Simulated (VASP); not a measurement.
Data:

```xyz
5
Lattice="2.2514 -3.8995 0.0000 2.2514 3.8995 0.0000 0.0000 0.0000 7.1037" Properties=species:S:1:pos:R:3 pbc="T T T"
Mg     0.0000     0.0000     0.0000
Mg     2.2514     1.2998     4.4942
Mg     2.2514    -1.2998     2.6094
Sb     2.2514     1.2998     1.5922
Sb     2.2514    -1.2998     5.5115
```

These are LDA (Ceperley-Alder, Perdew-Zunger), VASP's LDA PAW potentials (set 64) (plane waves; VASP) values and carry that method's errors. Numerical set-up: 500 eV cut-off, 6×6×3 Γ-centred mesh, Gaussian smearing of 0.050 eV, potentials Mg Sb.

Energy and stress use the plane-wave basis of the starting cell.

Problem. The ions, cell shape and volume at an external pressure of 5.0 GPa are relaxed. What does this cell relax into?

Solution. 
```xyz
5
Lattice="2.1903 -3.7937 0.0000 2.1903 3.7937 0.0000 0.0000 0.0000 6.8846" Properties=species:S:1:pos:R:3 pbc="T T T"
Mg     4.3805     0.0000     0.0000
Mg     2.1903     1.2646     4.3489
Mg     2.1903    -1.2646     2.5357
Sb     2.1903     1.2646     1.5145
Sb     2.1903    -1.2646     5.3701
```
Space group P-3m1 (164), at a tolerance of 0.03 Å.

Problem. How do energy and volume change from the first to the last step?

Solution. The energy (σ→0) changes by +29.7 meV/atom and the volume by -8.3 %, in 7 ionic steps.

```tsv
step	E(σ→0) (eV)	max force (eV/Å)	pressure (GPa)	volume (Å³)
1	-17.0633	0.007	-0.03	124.73
2	-16.7781	0.316	7.44	111.12
3	-16.9192	0.214	5.00	114.77
4	-16.9186	0.142	5.00	114.63
5	-16.9128	0.027	5.02	114.35
6	-16.9130	0.027	5.02	114.36
7	-16.9147	0.018	4.98	114.41
```

The compound is Mg3Sb2 in the a-la2o3 structure. This run relaxes it under an external pressure of 5 GPa. Symmetry was kept, so distortions that lower it aren't found. The k-mesh is coarse (spacing up to 0.30 per Å, 2π included), so the numbers may not be converged in it.
